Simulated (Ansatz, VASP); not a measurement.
# CdPbSO in two plane-wave programs, part 2 of 3

Aim: how closely do two programs agree when they are given the same cell, functional and k mesh? The cell is invented: As first built, before any earlier steps moved the atoms (in the runner's words): it takes the PbS structure with some of its atoms replaced by other elements, volume scaled by an estimate. It may not be a known or stable phase. The cell is taken from a series of VASP runs on this material, whose earlier steps may have relaxed, scaled or displaced it; both programs get it as it stands. Valence electrons are named where the data sets of a main pair hold unlike numbers.

VASP 6.6.1 and Ansatz 0.2.0.

So far, pressure (GPa): step 4 (side by side) -0.578.

## Step 6: VASP: band structure, LDA

Level of this step: LDA; plane waves and PAW (Pb_d, Cd, S, O); invented cell (VASP).

Levels along a path test the potential and the projectors away from the mesh points.

The input, INCAR:

```
SYSTEM = CdPbSO
PREC = Accurate
ENCUT = 520
EDIFF = 1E-06
NELM = 100
ISMEAR = 0
SIGMA = 0.05
LREAL = .FALSE.
ALGO = Normal
GGA = CA
NBANDS = 33
LORBIT = 11
LWAVE = .FALSE.
LCHARG = .FALSE.
KPAR = 2
```

The input, POSCAR:

```
CdPbSO
1.0
    3.4845284133      0.0373016679      0.0027962709
   -1.7588269619      3.3587475049      0.4249282133
    0.0071276996      1.0282338125      6.4644815989
Pb Cd S O
1 1 1 1
Direct
    0.9504448466      0.9037035568      0.0482046533
    0.0851269274      0.1684206410      0.4892614990
    0.7119320077      0.4261586888      0.7110216946
    0.5801662182      0.1616441136      0.2504391531
```

The input, KPOINTS:

```
Automatic mesh
0
Gamma
7 7 4
0 0 0
```

The input, KPOINTS_OPT:

```
Line mode
16
Line-mode
Reciprocal
  0.50000000   0.00000000   0.00000000 X
  0.00000000   0.00000000   0.00000000 GAMMA

  0.00000000   0.00000000   0.00000000 GAMMA
  0.00000000   0.00000000   0.50000000 Y

  0.50000000   0.00000000   0.50000000 L
  0.00000000   0.00000000   0.00000000 GAMMA

  0.00000000   0.00000000   0.00000000 GAMMA
  0.00000000  -0.50000000  -0.50000000 Z

  0.50000000  -0.50000000  -0.50000000 N
  0.00000000   0.00000000   0.00000000 GAMMA

  0.00000000   0.00000000   0.00000000 GAMMA
  0.00000000  -0.50000000   0.00000000 M

  0.50000000  -0.50000000   0.00000000 R
  0.00000000   0.00000000   0.00000000 GAMMA
```

Potentials, in the order of the species: Pb_d, Cd, S and O (LDA family, release 64).

Launch:

```
$ mpirun -np 2 vasp_std
```

Numbers of over 12 decimals in the logs are rounded to 6 here.

The log of the run:

```text
[banner, memory and clock lines left out]
running    2 mpi-ranks, on    1 nodes
[...]
LDA part: xc-table for (Slater(with rela. corr.)+CA(PZ))
 , standard interpolation
 POSCAR, INCAR and KPOINTS ok, starting setup
[...]
entering main loop
       N       E                     dE             d eps       ncg     rms          rms(c)
DAV:   1     0.362980902617E+03    0.36298E+03   -0.17317E+04  6534   0.126E+03
DAV:   2     0.103389027091E+02   -0.35264E+03   -0.32858E+03  6764   0.349E+02
DAV:   3    -0.205679378848E+02   -0.30907E+02   -0.30329E+02  7975   0.111E+02
DAV:   4    -0.214610866788E+02   -0.89315E+00   -0.89135E+00  7756   0.188E+01
[...]
DAV:  11    -0.188114560503E+02    0.74878E-04   -0.37022E-04  8770   0.117E-01    0.459E-02
DAV:  12    -0.188114564843E+02   -0.43400E-06   -0.73130E-05  8502   0.543E-02    0.114E-02
DAV:  13    -0.188114567843E+02   -0.29999E-06   -0.36092E-06  7523   0.149E-02
   1 F= -.18811457E+02 E0= -.18811457E+02  d E =-.899364E-11
 Start KPOINTS_OPT (optional k-point list driver)
k-point batch [1-99\112]
       N       E                     dE             ncg
DAV:   1     0.216298879126E+05   -0.36400E+05     6550
DAV:   2    -0.129407254392E+05   -0.34571E+05     6747
DAV:   3    -0.160398727535E+05   -0.30991E+04     7975
DAV:   4    -0.161362899800E+05   -0.96417E+02     7595
[...]
DAV:   8    -0.161389917845E+05   -0.97434E-04     6608
DAV:   9    -0.161389917886E+05   -0.41536E-05     5729
DAV:  10    -0.161389917890E+05   -0.36882E-06     4732
k-point batch [100-112\112]
       N       E                     dE             ncg
DAV:   1     0.489772364639E+05   -0.47517E+04      858
DAV:   2     0.444179383165E+05   -0.45593E+04      874
DAV:   4     0.439867078995E+05   -0.13388E+02     1020
DAV:   5     0.439863652393E+05   -0.34266E+00     1060
DAV:   6     0.439863496873E+05   -0.15552E-01     1100
DAV:   7     0.439863487461E+05   -0.94124E-03     1212
DAV:   8     0.439863487345E+05   -0.11615E-04      908
DAV:   9     0.439863487341E+05   -0.38082E-06      700
```

Parts of OUTCAR (step 6):

```text
  Total       -0.0119336     -0.0230367     -0.0238604     -0.0114909      0.0011149     -0.0201727
  in kB       -0.2564529     -0.4950585     -0.5127595     -0.2469383      0.0239592     -0.4335099
  external PRESSURE =      -0.4214236 kB  Pullay stress =       0.0000000 kB

 POSITION                                       TOTAL-FORCE (eV/Angst)
 -----------------------------------------------------------------------------------
      1.72274      3.12033      0.69828         0.002088     -0.003807      0.006120
      0.00389      1.07193      3.23463        -0.003901      0.003673      0.001956
      1.73628      2.18901      4.77946         0.002137     -0.002752     -0.005724
      1.73909      0.82207      1.68927        -0.000323      0.002887     -0.002352
 -----------------------------------------------------------------------------------
    total drift:                                0.000091     -0.000804      0.000958

  FREE ENERGIE OF THE ION-ELECTRON SYSTEM (eV)
  ---------------------------------------------------
  free  energy   TOTEN  =       -18.8114567843 eV

  energy  without entropy=      -18.8114567843  energy(sigma->0) =      -18.81145678

[... 1 part as in an earlier step ...]

[... 2 further parts left out ...]
[key lines of the parts left out:]
E-fermi :   5.1564
```

Spin-orbit coupling is off here; with elements this heavy it splits and shifts levels by tenths of an eV or more.

## Step 7: Ansatz: band structure, LDA

The same cell, functional (in two slightly different forms), mesh and smearing now go to Ansatz, which takes its cutoff from its data sets.

The cell is taken from a series of VASP runs on this material, whose earlier steps may have relaxed, scaled or displaced it; both programs get it as it stands.

The input, input.yaml:

```yaml
crystal:
  lattice:
    - [3.4845284133, 0.0373016679, 0.0027962709]
    - [-1.7588269619, 3.3587475049, 0.4249282133]
    - [0.0071276996, 1.0282338125, 6.4644815989]
  atoms:
    - { symbol: Pb, position: [0.9504448466, 0.9037035568, 0.0482046533] }
    - { symbol: Cd, position: [0.0851269274, 0.168420641, 0.489261499] }
    - { symbol: S, position: [0.7119320077, 0.4261586888, 0.7110216946] }
    - { symbol: O, position: [0.5801662182, 0.1616441136, 0.2504391531] }
hamiltonian:
  xc: lda
  pseudopotentials: { kind: paw }
kpoints:
  mp_grid: { grid: [7, 7, 4] }
  band_path:
    path:
      - [0.5, 0.0, 0.0]
      - [0.4, 0.0, 0.0]
      - [0.26667, 0.0, 0.0]
      - [0.13333, 0.0, 0.0]
      - [0.0, 0.0, 0.0]
      - [0.0, 0.0, 0.1]
      - [0.0, 0.0, 0.2]
      - [0.0, 0.0, 0.33333]
      - [0.0, 0.0, 0.46667]
      - [0.43333, 0.0, 0.43333]
      - [0.3, 0.0, 0.3]
      - [0.16667, 0.0, 0.16667]
      - [0.06667, 0.0, 0.06667]
      - [0.0, -0.03333, -0.03333]
      - [0.0, -0.16667, -0.16667]
      - [0.0, -0.3, -0.3]
      - [0.0, -0.43333, -0.43333]
      - [0.46667, -0.46667, -0.46667]
      - [0.36667, -0.36667, -0.36667]
      - [0.23333, -0.23333, -0.23333]
      - [0.1, -0.1, -0.1]
      - [0.0, 0.0, 0.0]
      - [0.0, -0.13333, 0.0]
      - [0.0, -0.26667, 0.0]
      - [0.0, -0.36667, 0.0]
      - [0.0, -0.5, 0.0]
      - [0.4, -0.4, 0.0]
      - [0.26667, -0.26667, 0.0]
      - [0.13333, -0.13333, 0.0]
      - [0.0, 0.0, 0.0]
    npoints: 1
scf:
  occupations: { method: gaussian, width: 0.05 }
  n_extra_bands: 8
output:
  forces: true
  stress: true
  eigenvalues: true
```

Launch:

```
$ ansatz run input.yaml --threads 2 --pin off --max-ram 4608MiB --backend cpu --events-out ev --progress --plain --runs-dir out
```

The log of the run:

```text
[...]
Crystal: 4 atoms, lattice volume = 74.555 Å³
Basis set: ecut = 420 eV, 1463 PW (Γ)
Bands: 31, of which v1, the nominal top of the filled ones, is band 23 counted from 1 (22 counted from 0)
Symmetry: 1 space group operations
[...]
k-points: 99 of 196 (time reversal used)
[...]
k-point 0: bands = [... 19 lower, 7.8993, 8.3073, 9.5575, 10.3833, 12.6907, 14.2841, 15.4151, 16.5450, ... 4 higher]
  k-point 1: bands = [... 19 lower, 7.9273, 8.6628, 9.5582, 10.3458, 11.8559, 14.8854, 15.3502, 16.4723, ... 4 higher]
  k-point 2: bands = [... 19 lower, 7.9559, 9.1345, 9.5245, 10.3075, 11.1576, 14.9661, 15.5845, 16.4105, ... 4 higher]
  k-point 98: bands = [... 19 lower, 6.8673, 7.9896, 8.7222, 9.3037, 11.9083, 13.2771, 14.3235, 15.2020, ... 4 higher]
[key lines of the parts left out:]
SCF converged after 7 iterations
Free energy (F): -21145.140468 eV
Fermi energy:    10.591144 eV
P = ⅓ Tr σ = -0.5779 GPa (-5.779 kbar)
```

The job ended after 15 s (2 threads of Arm Neoverse V1, shared host; peak memory 0.45 GiB).

The value for the pressure stays at -0.578 GPa, as in step 4 (changed since: band structure and job bands).

## Step 8: Side by side

What differs besides the data sets and the points named for the pairs above, as far as they apply: the data sets hold 46 valence electrons in Ansatz (on its default PAW (the set named soft_2) files) and 38 in VASP. Total energies have different zeros and are not compared.

Compared:

| quantity | Ansatz | VASP | difference |
| --- | --- | --- | --- |
| pressure (GPa) | -0.58 | -0.04 | -0.54 |
| pressure without Ansatz's Pulay correction (GPa) | -0.82 | -0.04 | -0.78 |
| gap over the path points (eV) | 0.389 | 0.391 | -0.003 |

Levels at points of the path, from each program's valence-band top (eV; 4 filled, then empty):

| k (reciprocal lattice) | Ansatz | VASP |
| --- | --- | --- |
| 0.500 0.000 0.000 | -3.51 -2.64 -1.73 -0.88 0.67 3.21 3.79 | -3.51 -2.63 -1.74 -0.89 0.66 3.21 3.80 |
| 0.400 0.000 0.000 | -3.23 -2.39 -1.59 -0.98 0.80 3.25 3.88 | -3.24 -2.38 -1.60 -0.98 0.79 3.25 3.89 |
| 0.267 0.000 0.000 | -2.81 -1.84 -1.30 -1.11 1.53 3.45 4.30 | -2.82 -1.84 -1.30 -1.12 1.53 3.45 4.32 |
| 0.133 0.000 0.000 | -2.17 -1.96 -1.15 -0.69 2.75 3.46 4.79 | -2.16 -1.95 -1.15 -0.69 2.75 3.48 4.79 |
| 0.000 0.000 0.000 | -2.48 -2.08 -0.83 0.00 2.31 3.90 5.03 | -2.48 -2.07 -0.82 0.00 2.31 3.93 5.04 |
| 0.000 0.000 0.100 | -2.48 -2.01 -0.82 -0.01 2.11 4.07 5.01 | -2.48 -2.00 -0.82 -0.01 2.12 4.09 5.02 |
| 0.000 0.000 0.200 | -2.46 -1.84 -0.82 -0.03 1.70 4.38 4.96 | -2.47 -1.83 -0.82 -0.03 1.70 4.40 4.97 |
| 0.000 0.000 0.333 | -2.44 -1.51 -0.83 -0.06 1.13 4.59 5.05 | -2.44 -1.50 -0.83 -0.06 1.14 4.61 5.06 |
| 0.000 0.000 0.467 | -2.43 -1.26 -0.86 -0.07 0.79 4.58 5.19 | -2.43 -1.25 -0.85 -0.07 0.80 4.60 5.22 |
| 0.433 0.000 0.433 | -3.31 -2.59 -1.50 -1.09 1.13 3.04 4.01 | -3.32 -2.59 -1.49 -1.09 1.13 3.04 4.03 |

At this near-relaxed geometry the largest component of a force difference is 64 meV/Å. Among the levels compared at these points, filled levels agree within 15 meV and empty ones within 29 meV. Ansatz's pressure holds a Pulay correction of 0.24 GPa; VASP's holds none.

## Step 9: Further runs

Further runs change the set-up of one program: Ansatz's method, potentials or start, or VASP's data sets, cutoff or form of LDA. The table gives Ansatz less VASP for each quantity, since a change that brings one quantity closer may part another.

| run | r.m.s. force difference (meV/Å) | pressure (GPa) | gap over the path points (eV) | pressure without Ansatz's Pulay correction (GPa) |
| --- | --- | --- | --- | --- |
| as above | 25 | -0.54 | -0.0028 | -0.78 |
| cores kept as stored | 25 | -0.49 | -0.0039 | -0.75 |
| Ansatz's larger PAW set (cutoff 900 eV) | 26 | -0.49 | -0.0014 |  |
| norm-conserving potentials (cutoff 1388 eV) | 28 | -0.39 | -0.0093 |  |

## Step 10: VASP: band structure, LDA, spin-orbit coupling

The same path points are solved in both programs, so levels can be compared one by one.

INCAR: that of step 6 with these lines changed.

```diff
@@ -10,3 +10,8 @@
 GGA = CA
-NBANDS = 33
+LNONCOLLINEAR = .TRUE.
+MAGMOM = 0 0 0 0 0 0 0 0 0 0 0 0
+NBANDS = 50
+GGA_COMPAT = .FALSE.
+LASPH = .TRUE.
+LSORBIT = .TRUE.
 LORBIT = 11
```

POSCAR is that of step 6.

The input, KPOINTS:

```
Automatic mesh
0
Gamma
6 6 3
0 0 0
```

KPOINTS_OPT is that of step 6.

Launch:

```
$ mpirun -np 2 vasp_ncl
```

The log of the run:

```text
[... set-up lines as in an earlier step ...]
 entering main loop
       N       E                     dE             d eps       ncg     rms          rms(c)
DAV:   1     0.430925073581E+03    0.43093E+03   -0.17729E+04 10800   0.168E+03
DAV:   2     0.350817886125E+02   -0.39584E+03   -0.37587E+03 11216   0.464E+02
DAV:   3    -0.185959227736E+02   -0.53678E+02   -0.51086E+02 13242   0.180E+02
DAV:   4    -0.216927145802E+02   -0.30968E+01   -0.30662E+01 13114   0.437E+01
[...]
DAV:  13    -0.192084854767E+02   -0.26169E-05   -0.36730E-05 13652   0.807E-02    0.231E-02
DAV:  14    -0.192084843468E+02    0.11299E-05   -0.37509E-06 11532   0.269E-02    0.394E-03
DAV:  15    -0.192084844199E+02   -0.73055E-07   -0.10812E-06  8180   0.941E-03
   1 F= -.19208484E+02 E0= -.19208484E+02  d E =-.259691E-08  mag=     0.0000    -0.0000     0.0000
 Start KPOINTS_OPT (optional k-point list driver)
k-point batch [1-108\112]
       N       E                     dE             ncg
DAV:   1     0.309806255572E+05   -0.22913E+05    10800
DAV:   2    -0.114516285829E+05   -0.42432E+05    10988
DAV:   3    -0.172777682700E+05   -0.58261E+04    13456
DAV:   4    -0.176259616455E+05   -0.34819E+03    13096
[...]
DAV:   8    -0.176398298353E+05   -0.13838E-03    13838
DAV:   9    -0.176398298375E+05   -0.21095E-05     8178
DAV:  10    -0.176398298380E+05   -0.50213E-06     8092
k-point batch [109-112\112]
       N       E                     dE             ncg
DAV:   1     0.511650747022E+05    0.10898E+04      400
DAV:   2     0.496142387839E+05   -0.15508E+04      400
DAV:   3     0.493951189972E+05   -0.21912E+03      492
DAV:   4     0.493825753165E+05   -0.12544E+02      496
DAV:   5     0.493821119749E+05   -0.46334E+00      536
DAV:   6     0.493820958526E+05   -0.16122E-01      576
DAV:   7     0.493820956037E+05   -0.24891E-03      536
DAV:   8     0.493820955994E+05   -0.42772E-05      544
DAV:   9     0.493820955994E+05   -0.63970E-07      312
```

Parts of OUTCAR (step 10):

```text
  Total       -0.0521667     -0.0737139     -0.0461992     -0.0095013     -0.0003218     -0.0203394
  in kB       -1.1210608     -1.5841098     -0.9928201     -0.2041831     -0.0069144     -0.4370940
  external PRESSURE =      -1.2326635 kB  Pullay stress =       0.0000000 kB

 POSITION                                       TOTAL-FORCE (eV/Angst)
 -----------------------------------------------------------------------------------
      1.72274      3.12033      0.69828         0.000746     -0.003864     -0.002341
      0.00389      1.07193      3.23463        -0.004194      0.006975     -0.002574
      1.73628      2.18901      4.77946         0.002540     -0.005336     -0.017573
      1.73909      0.82207      1.68927         0.000908      0.002226      0.022488
 -----------------------------------------------------------------------------------
    total drift:                                0.000083     -0.000708      0.000668

  FREE ENERGIE OF THE ION-ELECTRON SYSTEM (eV)
  ---------------------------------------------------
  free  energy   TOTEN  =       -19.2084844199 eV

  energy  without entropy=      -19.2084844173  energy(sigma->0) =      -19.20848442

 magnetization (x)
# of ion       s       p       d       tot
------------------------------------------
    1       -0.000   0.000  -0.000  -0.000
    2       -0.000  -0.000  -0.000  -0.000
    3        0.000  -0.000   0.000  -0.000
    4       -0.000   0.000   0.000   0.000
--------------------------------------------------
tot         -0.000   0.000  -0.000  -0.000

 magnetization (y)
# of ion       s       p       d       tot
------------------------------------------
    1       -0.000  -0.000  -0.000  -0.000
    2        0.000   0.000   0.000   0.000
    3        0.000   0.000   0.000   0.000
    4       -0.000  -0.000   0.000  -0.000
--------------------------------------------------
tot         -0.000   0.000  -0.000   0.000

 magnetization (z)
# of ion       s       p       d       tot
------------------------------------------
    1       -0.000   0.000   0.000   0.000
    2        0.000   0.000  -0.000   0.000
    3        0.000   0.000   0.000   0.000
    4        0.000   0.000   0.000   0.000
--------------------------------------------------
tot          0.000   0.000   0.000   0.000

[... 1 part as in an earlier step ...]

[... 2 further parts left out ...]
[key lines of the parts left out:]
E-fermi :   5.0946
```

VASP adds spin-orbit coupling inside the spheres on scalar-relativistic partial waves, which describe the 6p1/2 states imperfectly, so such gaps can be off by a tenth of an eV or more.

(Part 2 of 3 ends here.)

[Lines on the potential files, build, host, timing and source positions are cut from VASP's logs without a mark.]

[Logs are printed without paths, hosts, clocks, repeated set-up lines and the standing remarks that a program may print on its own settings, such as how far it seeks lower states.]

[Hosts, paths, dates, database ids (printed as entryN), source tags and the programs' standing remarks are cut or masked in the printed files.]
